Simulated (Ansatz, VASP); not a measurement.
**Cross-check of Ga2O3 between VASP and Ansatz**

Aim: how closely do two programs agree when they are given the same cell, functional and k mesh? The cell is taken from a series of runs on this material, whose earlier steps may have relaxed, scaled, displaced or heated it; both programs get it as it stands.

Main program and level: Ansatz 0.2.0; plane waves, with VASP 6.6.1 beside it; single point at PBE and single point at PBE with D3(BJ).

**1. Set-up**

It takes space group C2/m (No. 12, monoclinic). The conventional cell has a = 12.214 Å, b = 3.037 Å, c = 5.798 Å, α = 90.00°, β = 103.83°, γ = 90.00°. Ga has 4 O at 1.83 to 1.86 Å nearest. Ga has 6 O at 1.93 to 2.07 Å nearest. Nearest to O lie 3 Ga at 1.83 to 1.94 Å. Nearest to O lie 4 Ga at 1.86 to 2.07 Å. O has 3 Ga at 1.84 to 1.93 Å nearest. Farther neighbours and most contacts between anions are not listed.

Coordinates:

```
Ga O
1.0
     6.10700   -1.51855    0.00000
     6.10700    1.51855    0.00000
    -1.38599    0.00000    5.63001
Ga O
4 6
Cartesian
  0.0063 0.0000 4.4758
  10.8217 0.0000 1.1542
  7.6114 0.0000 1.7694
  3.2166 0.0000 3.8606
  1.8636 0.0000 0.6149
  8.9644 0.0000 5.0151
  1.3341 0.0000 3.1691
  9.4940 0.0000 2.4609
  5.7067 0.0000 1.4396
  5.1213 0.0000 4.1904
```

**2. VASP: single point, PBE, pair 1**

With cell and atoms fixed, the geometry can't cause a difference; cores, projectors, grids and the points listed under the comparison can.

Lines of VASP's logs that name or quote its potential files are left out, and so is its time.

Contents of INCAR:

```
SYSTEM = Ga2O3
PREC = Accurate
ENCUT = 520
EDIFF = 1E-06
NELM = 120
ISMEAR = 0
SIGMA = 0.01
LREAL = .FALSE.
ALGO = Normal
GGA = PE
NBANDS = 54
LORBIT = 11
LWAVE = .FALSE.
LCHARG = .FALSE.
ISIF = 2
LASPH = .TRUE.
GGA_COMPAT = .FALSE.
EFERMI = MIDGAP
KPAR = 2
```

Contents of POSCAR:

```
Ga2O3
1.0
    6.1070000000     -1.5185500000      0.0000000000
    6.1070000000      1.5185500000      0.0000000000
   -1.3859889000      0.0000000000      5.6300087400
Ga O
4 6
Direct
    0.0907257161      0.0907257161      0.7949827243
    0.9092742839      0.9092742839      0.2050172757
    0.6588354858      0.6588354858      0.3142837562
    0.3411645142      0.3411645142      0.6857162438
    0.1649755202      0.1649755202      0.1092149221
    0.8350244798      0.8350244798      0.8907850779
    0.1730977481      0.1730977481      0.5628885815
    0.8269022519      0.8269022519      0.4371114185
    0.4962434269      0.4962434269      0.2557091363
    0.5037565731      0.5037565731      0.7442908637
```

Contents of KPOINTS:

```
Automatic mesh
0
Gamma
8 8 4
0 0 0
```

The projector-augmented-wave data sets are Ga_d and O (PBE family, release 64).

Command:

```
> mpirun -np 2 vasp_std
```

Numbers of over 12 decimals in the logs are rounded to 6 here.

The log of the run:

```text
[banner, memory and clock lines left out]
running    2 mpi-ranks, on    1 nodes
 distrk:  each k-point on    1 cores,    2 groups
 distr:  one band on    1 cores,    1 groups

 POSCAR found type information on POSCAR GaO
 POSCAR found :  2 types and      10 ions
 LDA part: xc-table for (Slater+PW92), standard interpolation
 POSCAR, INCAR and KPOINTS ok, starting setup
 FFT: planning ... GRIDC
 FFT: planning ... GRID_SOFT
 FFT: planning ... GRID
 WAVECAR not read
 entering main loop
       N       E                     dE             d eps       ncg     rms          rms(c)
DAV:   1     0.122199868549E+04    0.12220E+04   -0.40241E+04  9880   0.300E+03
DAV:   2     0.199569968625E+03   -0.10224E+04   -0.96620E+03  8728   0.820E+02
DAV:   3    -0.481873230794E+02   -0.24776E+03   -0.24033E+03  9776   0.262E+02
DAV:   4    -0.680439704915E+02   -0.19857E+02   -0.19646E+02 10408   0.807E+01
DAV:   5    -0.687755549781E+02   -0.73158E+00   -0.72996E+00 10948   0.157E+01    0.177E+01
DAV:   6    -0.593651540447E+02    0.94104E+01   -0.32285E+01 15520   0.636E+01    0.484E+00
DAV:   7    -0.595580693577E+02   -0.19292E+00   -0.34492E+00  9318   0.103E+01    0.347E+00
DAV:   8    -0.595431160824E+02    0.14953E-01   -0.55487E-01 12618   0.799E+00    0.132E+00
DAV:   9    -0.595067992180E+02    0.36317E-01   -0.16120E-01 12618   0.549E+00    0.264E-01
DAV:  10    -0.595081978223E+02   -0.13986E-02   -0.24281E-02 11894   0.124E+00    0.166E-01
DAV:  11    -0.595085310552E+02   -0.33323E-03   -0.31601E-03 10042   0.697E-01    0.916E-02
DAV:  12    -0.595086177367E+02   -0.86682E-04   -0.95998E-04 11918   0.478E-01    0.206E-02
DAV:  13    -0.595086295485E+02   -0.11812E-04   -0.15661E-04 12692   0.107E-01    0.869E-03
DAV:  14    -0.595086315247E+02   -0.19763E-05   -0.39159E-05 10286   0.685E-02    0.979E-03
DAV:  15    -0.595086304274E+02    0.10973E-05   -0.64115E-06 10472   0.262E-02    0.360E-03
DAV:  16    -0.595086303918E+02    0.35632E-07   -0.23594E-06  6164   0.145E-02
   1 F= -.59508630E+02 E0= -.59508630E+02  d E =0.000000E+00
```

From OUTCAR (step 2):

```text
ion  position               nearest neighbor table
   1  0.091  0.091  0.795-   5 1.83  10 1.84  10 1.84   7 1.86
   2  0.909  0.909  0.205-   6 1.83   9 1.84   9 1.84   8 1.86
   3  0.659  0.659  0.314-   9 1.93   5 1.94   5 1.94   8 2.01   7 2.07   7 2.07
   4  0.341  0.341  0.686-  10 1.93   6 1.94   6 1.94   7 2.01   8 2.07   8 2.07
   5  0.165  0.165  0.109-   1 1.83   3 1.94   3 1.94
   6  0.835  0.835  0.891-   2 1.83   4 1.94   4 1.94
   7  0.173  0.173  0.563-   1 1.86   4 2.01   3 2.07   3 2.07
   8  0.827  0.827  0.437-   2 1.86   3 2.01   4 2.07   4 2.07
   9  0.496  0.496  0.256-   2 1.84   2 1.84   3 1.93
  10  0.504  0.504  0.744-   1 1.84   1 1.84   4 1.93

  LATTYP: Found a base centered monoclinic cell.
 ALAT       =    12.2140000000
 B/A-ratio  =     0.2486572785
 C/A-ratio  =     0.4747093502
 COS(beta)  =    -0.2390419102

 Subroutine GETGRP returns: Found  4 space group operations
 (whereof  4 operations were pure point group operations)

The static configuration has the point symmetry C_2h.

 Found     78 irreducible k-points:

   k-points           NKPTS =     78   k-points in BZ     NKDIM =     78   number of bands    NBANDS=     54

   dimension x,y,z NGX =    48 NGY =   48 NGZ =   48
   dimension x,y,z NGXF=    96 NGYF=   96 NGZF=   96

   ENCUT  =  520.0 eV  38.22 Ry    6.18 a.u.  11.70 11.70 10.78*2*pi/ulx,y,z

   NELECT =      88.0000    total number of electrons

 k-points in reciprocal lattice and weights: Automatic mesh
   0.00000000  0.00000000  0.00000000       0.004
   0.12500000  0.00000000  0.00000000       0.016
   0.25000000  0.00000000  0.00000000       0.016
   0.37500000  0.00000000  0.00000000       0.016
   0.50000000  0.00000000  0.00000000       0.008
   0.12500000  0.12500000  0.00000000       0.008
   0.25000000  0.12500000  0.00000000       0.016
   0.37500000  0.12500000  0.00000000       0.016
   0.50000000  0.12500000 -0.00000000       0.016
[...]
-0.37500000  0.37500000  0.50000000       0.008
   0.50000000  0.50000000  0.50000000       0.004

 average (electrostatic) potential at core
       1 -64.3497       2 -64.3497       3 -64.2313       4 -64.2313       5 -69.6616
       6 -69.6616       7 -70.1117       8 -70.1117       9 -69.9453      10 -69.9453

 E-fermi :   5.1087

 k-point     1 :       0.0000    0.0000    0.0000
  band No.  band energies     occupation
    ...
     40       3.2195      2.00000
     41       3.2212      2.00000
     42       3.4236      2.00000
     43       3.6257      2.00000
     44       3.8859      2.00000
     45       6.3126      0.00000
     46       9.6180      0.00000
     47      10.6659      0.00000
     48      10.6796      0.00000
     49      11.7019      0.00000
    ...

 k-point     2 :       0.1250    0.0000    0.0000
  band No.  band energies     occupation
    ...
     40       2.8611      2.00000
     41       3.0136      2.00000
     42       3.3427      2.00000
     43       3.5426      2.00000
     44       3.8833      2.00000
     45       7.1588      0.00000
     46       9.8859      0.00000
     47      10.8952      0.00000
     48      11.1970      0.00000
     49      12.1836      0.00000
    ...

 k-point     3 :       0.2500    0.0000    0.0000
  band No.  band energies     occupation
    ...
     40       2.7428      2.00000
     41       2.8505      2.00000
     42       3.1613      2.00000
     43       3.3864      2.00000
     44       3.8615      2.00000
     45       8.6489      0.00000
     46      10.2101      0.00000
     47      10.8766      0.00000
     48      11.9305      0.00000
     49      12.4283      0.00000
    ...

  Total        6.3573211      6.8052578      6.3844792      0.0000000      0.0000000      0.1643059
  in kB       97.5413245    104.4140842     97.9580157      0.0000000      0.0000000      2.5209704
  external PRESSURE =      99.9711415 kB  Pullay stress =       0.0000000 kB

  energy-cutoff  :      520.00
  volume of cell :      104.42
      direct lattice vectors                 reciprocal lattice vectors
     6.107000000 -1.518550000  0.000000000     0.081873260 -0.329261467  0.020155462
     6.107000000  1.518550000  0.000000000     0.081873260  0.329261467  0.020155462
    -1.385988900  0.000000000  5.630008740     0.000000000  0.000000000  0.177619618

 POSITION                                       TOTAL-FORCE (eV/Angst)
 -----------------------------------------------------------------------------------
      0.00629      0.00000      4.47576         0.012047      0.000000      0.016011
     10.82172      0.00000      1.15425        -0.012047      0.000000     -0.016011
      7.61142      0.00000      1.76942        -0.041282      0.000000     -0.011249
      3.21659      0.00000      3.86059         0.041282      0.000000      0.011249
      1.86364      0.00000      0.61488         0.228682      0.000000      0.013488
      8.96437      0.00000      5.01513        -0.228682      0.000000     -0.013488
      1.33406      0.00000      3.16907        -0.006315      0.000000     -0.051082
      9.49395      0.00000      2.46094         0.006315      0.000000      0.051082
      5.70671      0.00000      1.43964         0.071085      0.000000      0.065487
      5.12130      0.00000      4.19036        -0.071085      0.000000     -0.065487
 -----------------------------------------------------------------------------------
    total drift:                                0.000000     -0.000000     -0.000000

  FREE ENERGIE OF THE ION-ELECTRON SYSTEM (eV)
  ---------------------------------------------------
  free  energy   TOTEN  =       -59.5086303918 eV

  energy  without entropy=      -59.5086303918  energy(sigma->0) =      -59.50863039

 total charge
# of ion       s       p       d       tot
------------------------------------------
    1        0.734   0.877  10.281  11.892
    2        0.734   0.877  10.281  11.892
    3        0.658   0.728  10.257  11.644
    4        0.658   0.728  10.257  11.644
    5        1.553   3.522   0.000   5.075
    6        1.553   3.522   0.000   5.075
    7        1.558   3.514   0.000   5.073
    8        1.558   3.514   0.000   5.073
    9        1.550   3.553   0.000   5.103
   10        1.550   3.553   0.000   5.103
--------------------------------------------------
tot         12.108  24.388  41.076  77.573

[... 3 further parts left out ...]
```

The run ends at a pressure of 10.00 GPa, with forces up to 0.23 eV/Å.

**3. Ansatz: single point, PBE, pair 1**

Ansatz runs on PAW files that the input asks for by source.

The same cell, functional and mesh now go to Ansatz, which takes its cutoff from its data sets.

Contents of input.yaml:

```yaml
crystal:
  lattice:
    - [6.107, -1.51855, 0.0]
    - [6.107, 1.51855, 0.0]
    - [-1.3859889, 0.0, 5.63000874]
  atoms:
    - { symbol: Ga, position: [0.0907257161, 0.0907257161, 0.7949827243] }
    - { symbol: Ga, position: [0.9092742839, 0.9092742839, 0.2050172757] }
    - { symbol: Ga, position: [0.6588354858, 0.6588354858, 0.3142837562] }
    - { symbol: Ga, position: [0.3411645142, 0.3411645142, 0.6857162438] }
    - { symbol: O, position: [0.1649755202, 0.1649755202, 0.1092149221] }
    - { symbol: O, position: [0.8350244798, 0.8350244798, 0.8907850779] }
    - { symbol: O, position: [0.1730977481, 0.1730977481, 0.5628885815] }
    - { symbol: O, position: [0.8269022519, 0.8269022519, 0.4371114185] }
    - { symbol: O, position: [0.4962434269, 0.4962434269, 0.2557091363] }
    - { symbol: O, position: [0.5037565731, 0.5037565731, 0.7442908637] }
kpoints:
  mp_grid: { grid: [8, 8, 4] }
hamiltonian:
  xc: pbe
  pseudopotentials: { kind: paw, source: ansatz }
scf:
  occupations: { method: fixed }
  n_extra_bands: 7
  lower_state_search: "off"
  convergence: { dr2_threshold: 1.0e-09 }
output:
  eigenvalues: true
```

Command:

```
> ansatz run input.yaml --threads 16 --pin off --max-ram 73728MiB --backend cpu --events-out ev --progress --plain --runs-dir out
```

The log of the run:

```text
basis.fft_grid_basis auto: the FFT boxes are laid along the combinations [[1, -1, 0], [0, 1, 0], [0, 0, 1]] of the cell's own vectors, 3.037, 6.293 and 5.798 Å long. The dense box has 36×75×72 points. Along the cell's own vectors, as sized, it would have 75×75×72, 2.08 times as many. Of the 4 symmetry operations that the crystal satisfies within crystal.symmetry.tolerance (time reversal apart; of a slab, those that k [...]
scf.n_extra_bands = 7 over 60 filled bands (N_el = 120.0): the run solves 67 bands
Engine: ansatz 0.2.0, aarch64-unknown-linux-gnu
Pseudopotentials: kind: paw
Pseudopotential: Ga, paw, valence charge 21, recommended cutoff 1020 eV (normal), Ga.paw.azcp
Pseudopotential: O, paw, valence charge 6, recommended cutoff 930 eV (normal), O.paw.azcp
Functional definition: PBE
  parameter kappa = 0.804
  parameter beta = 0.066725
  exchange = pbe_x(kappa = kappa, mu = beta*pi^2/3)
  correlation = pbe_c(beta = beta)
Crystal: 10 atoms, lattice volume = 104.423 Å³
Basis set: ecut = 1020 eV, 7707 PW (Γ), FFT grids on a1−a2, a2, a3
Bands: 67, of which v1, the nominal top of the filled ones, is band 60 counted from 1 (59 counted from 0)
Symmetry: 4 space group operations
Space group: C2/m (ITA 12), of the structure as read, at distance tolerance 4.7e-5 Å
k-points: 78 of 256
Non-local potential: Ga, projectors of the file, l = 0: 3, l = 1: 3, l = 2: 3, l = 3: 2
Non-local potential: O, projectors of the file, l = 0: 2, l = 1: 2, l = 2: 1
PAW form: soft (Blöchl's): semilocal exchange-correlation on the pseudo side does not see the compensation charge
PAW one-centre angular grid: Ga, 590 points (default); XC on 64 Gauss nodes
PAW one-centre angular grid: O, 110 points (default); XC on 64 Gauss nodes
Initial density: superposition of atomic densities (chi_scale 0.1, normalization cell, long waves kept (reshape's long-wave potential 0.03 eV rms))
Initial wavefunctions: pseudopotential atomic-orbital guess
Functional: x = pbe(κ = 0.804, μ = 0.219515), c = pbe(β = 0.066725)
SCF iter   1: F=—  HF=-37067.149653 eV  |F-HF|=—  |Δ(HF+E_count)|=         —  Δρ=1.50e-1  dr2=1.02e1  ethr=3.10e-3  ⟨swp⟩=5.0  Hψ=20140  notcnv=0  defer=364
preconditioner: auto → Resta (q_TF=auto, 2.792 Å⁻¹)  ε∞=4.5  [insulator: Δε(μ)=2.456 eV  Ē_g=18.165 eV  n_scr=42 (ndim 8)  ℏωp=34.1 eV  f_vac=0.002  ε∞_Penn≈4.5]
SCF iter   2: F=—  HF=-37064.108755 eV  |F-HF|=—  |Δ(HF+E_count)|=    3.04e0  Δρ=4.77e-2  dr2=9.32e-1  ethr=3.10e-3  ⟨swp⟩=3.0  Hψ=11493  notcnv=0  defer=351
SCF iter   3: F=—  HF=-37063.964476 eV  |F-HF|=—  |Δ(HF+E_count)|=   1.44e-1  Δρ=2.46e-2  dr2=3.66e-1  ethr=7.77e-4  ⟨swp⟩=2.0  Hψ=5212  notcnv=0  defer=388
SCF iter   4: F=—  HF=-37063.930901 eV  |F-HF|=—  |Δ(HF+E_count)|=   3.36e-2  Δρ=4.91e-3  dr2=1.97e-2  ethr=3.05e-4  ⟨swp⟩=2.4  Hψ=8425  notcnv=0  defer=389
SCF iter   5: F=—  HF=-37063.933176 eV  |F-HF|=—  |Δ(HF+E_count)|=   2.28e-3  Δρ=2.02e-3  dr2=2.34e-3  ethr=1.64e-5  ⟨swp⟩=3.0  Hψ=9549  notcnv=0  defer=390
SCF iter   6: F=—  HF=-37063.935528 eV  |F-HF|=—  |Δ(HF+E_count)|=   2.35e-3  Δρ=6.06e-4  dr2=1.73e-4  ethr=1.95e-6  ⟨swp⟩=3.0  Hψ=9474  notcnv=0  defer=390
SCF iter   7: F=—  HF=-37063.935609 eV  |F-HF|=—  |Δ(HF+E_count)|=   8.09e-5  Δρ=3.21e-4  dr2=4.71e-5  ethr=1.44e-7  ⟨swp⟩=2.0  Hψ=9705  notcnv=0  defer=390
SCF iter   8: F=—  HF=-37063.935619 eV  |F-HF|=—  |Δ(HF+E_count)|=   9.33e-6  Δρ=6.59e-5  dr2=2.35e-6  ethr=3.92e-8  ⟨swp⟩=2.0  Hψ=9498  notcnv=0  defer=378
SCF iter   9: F=—  HF=-37063.935850 eV  |F-HF|=—  |Δ(HF+E_count)|=   2.32e-4  Δρ=2.12e-5  dr2=2.49e-7  ethr=1.96e-9  ⟨swp⟩=2.0  Hψ=8889  notcnv=0  defer=347
SCF iter  10: F=—  HF=-37063.935850 eV  |F-HF|=—  |Δ(HF+E_count)|=   1.31e-7  Δρ=1.35e-5  dr2=1.26e-7  ethr=2.07e-10  ⟨swp⟩=2.0  Hψ=9160  notcnv=0  defer=347
SCF iter  11: F=—  HF=-37063.935850 eV  |F-HF|=—  |Δ(HF+E_count)|=   1.43e-8  Δρ=2.11e-6  dr2=2.34e-9  ethr=1.05e-10  ⟨swp⟩=2.0  Hψ=8720  notcnv=0  defer=347
SCF iter  12: F=-37063.935850 eV  HF=-37063.935850 eV  |F-HF|=1.96e-10  |Δ(HF+E_count)|=   4.13e-9  Δρ=9.82e-7  dr2=3.87e-10  ethr=1.00e-12  ⟨swp⟩=11.7  Hψ=22701  notcnv=0
SCF 1 converged in 12 iterations: F = -37063.935850 eV  dr2 = 3.87e-10
  greatest PAW one-centre occupation: 0.995 electrons in one spin orbital (limit 2), on the Ga atom at site 1 (counted from 0), in its partial waves of l = 0
SCF converged after 12 iterations
Free energy (F): -37063.935850 eV
Harris-Foulkes:  -37063.935850 eV  (|F-HF|=1.96e-10)
Internal energy: -37063.935850 eV  (E = F + TS)
E sigma→0 (E₀):  -37063.935850 eV
Fermi energy:    9.450913 eV
--- Per-component energies (eV) ---
  E_band       = -3022.445037
  E_kinetic    = 4606.615706
  E_local      = -37277.078313  (includes V_loc(G=0)·N_el)
  E_nonlocal   = 7690.079371
  E_hartree    = 13861.948401
  E_xc         = -1181.208702
  E_vxc        = -1523.858939  (∫ρ·V_xc dr)
  E_paw        = -9155.201116  (= ΣΔE_a)
  E_vpaw       = -4242.103991  (= ΣTr[D̂ρ^β])
  E_aug_tail   = 0.000447  (compensation charges beyond the density's cutoff)
  E_ewald      = -15609.091644
  E_smearing   = -0.000000  (= −TS)
  E_closure    = 0.000000  (closes the sum)
  Σ components = -37063.935850   (vs F -37063.935850, Δ=0.00e0)
--- Band table (eV; the first three rows and the last of 78) ---
  k-point 0: bands = [... 56 lower, 8.7707, 8.9714, 9.1702, 9.4338, 11.8834, 15.1920, 16.2317, 16.2489, ... 3 higher]
  k-point 1: bands = [... 56 lower, 8.7887, 8.8895, 8.9795, 9.1903, 12.8148, 15.3607, 16.0065, 16.4363, ... 3 higher]
  k-point 2: bands = [... 56 lower, 8.7884, 8.8038, 8.9570, 9.1517, 14.2544, 14.3865, 16.2359, 16.7055, ... 3 higher]
  k-point 77: bands = [... 56 lower, 8.8103, 8.8450, 8.8660, 9.4442, 14.6795, 14.8041, 15.7242, 16.0327, ... 3 higher]
```

**4. Side by side**

Known differences besides the potentials themselves: fixed occupations in Ansatz, narrow Gaussian smearing in VASP; the data sets hold 120 valence electrons in Ansatz (on PAW files that the input asks for by source) and 88 in VASP; the cutoff is 1020 eV in Ansatz and 520 eV in VASP. Total energies have different zeros and are not compared.

The two programs side by side:

| quantity | Ansatz | VASP | difference |
| --- | --- | --- | --- |
| gap on the k mesh (eV) | 2.432 | 2.408 | +0.025 |

A gap on the mesh is an upper bound, since the band edges may lie between its points.

**5. Ansatz: single point, PBE with D3(BJ)**

A single point gives forces, pressure and levels at one fixed geometry, so differences don't come from the geometry; what else differs is listed under the comparison.

The cell is taken from a series of runs on this material, whose earlier steps may have relaxed, scaled, displaced or heated it; both programs get it as it stands.

input.yaml, as its differences from that of step 3:

```diff
@@ -21,2 +21,3 @@
   pseudopotentials: { kind: paw, source: ansatz }
+  dispersion: d3bj
 scf:
```

The log of the run:

```text
[...]
Crystal: 10 atoms, lattice volume = 104.423 Å³
Basis set: ecut = 1020 eV, 7707 PW (Γ), FFT grids on a1−a2, a2, a3
Bands: 67, of which v1, the nominal top of the filled ones, is band 60 counted from 1 (59 counted from 0)
Symmetry: 4 space group operations
[...]
k-points: 78 of 256
[...]
--- Band table (eV; the first three rows and the last of 78) ---
  k-point 0: bands = [... 56 lower, 8.7707, 8.9714, 9.1702, 9.4338, 11.8834, 15.1920, 16.2317, 16.2489, ... 3 higher]
  k-point 1: bands = [... 56 lower, 8.7887, 8.8895, 8.9795, 9.1903, 12.8148, 15.3607, 16.0065, 16.4363, ... 3 higher]
  k-point 2: bands = [... 56 lower, 8.7884, 8.8038, 8.9570, 9.1517, 14.2544, 14.3865, 16.2359, 16.7055, ... 3 higher]
  k-point 77: bands = [... 56 lower, 8.8103, 8.8450, 8.8660, 9.4442, 14.6795, 14.8041, 15.7242, 16.0327, ... 3 higher]
[key lines of the parts left out:]
SCF converged after 12 iterations
Free energy (F): -37065.941305 eV
Fermi energy:    9.450913 eV
```

(Part 1 of 2 ends here.)

[Lines on the potential files, build, host, timing and source positions are cut from VASP's logs without a mark.]

[Logs are printed without paths, hosts, clocks, repeated set-up lines and the standing remarks that a program may print on its own settings, such as how far it seeks lower states.]

[Hosts, paths, dates, database ids (printed as entryN), source tags and the programs' standing remarks are cut or masked in the printed files.]
